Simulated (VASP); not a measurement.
Data:

```yaml
crystal:
  lattice:
    - [0.00000, 3.35064, 3.35064]
    - [3.35064, 0.00000, 3.35064]
    - [3.35064, 3.35064, 0.00000]
  atoms:
    - { symbol: K, position: [0.00000, 0.00000, 0.00000] }
    - { symbol: Br, position: [0.50000, 0.50000, 0.50000] }
```

Level of theory: PBE GGA, VASP's PBE PAW potentials (set 64) (plane waves; VASP). Run with 530 eV cut-off, 6×6×6 Γ-centred mesh, Gaussian smearing of 0.050 eV, potentials K_sv Br.

### Question
Give the elastic stiffness tensor with the ions relaxed (GPa, in the frame of the cell).

### Answer

|  | xx | yy | zz | yz | xz | xy |
|---|---|---|---|---|---|---|
| xx | 31.0 | 4.9 | 4.9 | 0.0 | 0.0 | 0.0 |
| yy | 4.9 | 31.0 | 4.9 | 0.0 | 0.0 | 0.0 |
| zz | 4.9 | 4.9 | 31.0 | 0.0 | 0.0 | 0.0 |
| yz | 0.0 | 0.0 | 0.0 | 5.2 | 0.0 | 0.0 |
| xz | 0.0 | 0.0 | 0.0 | 0.0 | 5.2 | 0.0 |
| xy | 0.0 | 0.0 | 0.0 | 0.0 | 0.0 | 5.2 |

### Question
What does the run give for the Hill bulk modulus, Hill shear modulus, Young's modulus, Poisson's ratio?

### Answer

| Quantity | Result |
|---|---|
| Hill bulk modulus | 13.6 GPa |
| Hill shear modulus | 76 kbar |
| Young's modulus | 19.3 GPa |
| Poisson's ratio | 0.264 |

The compound is KBr in the rock salt structure. It was relaxed first.
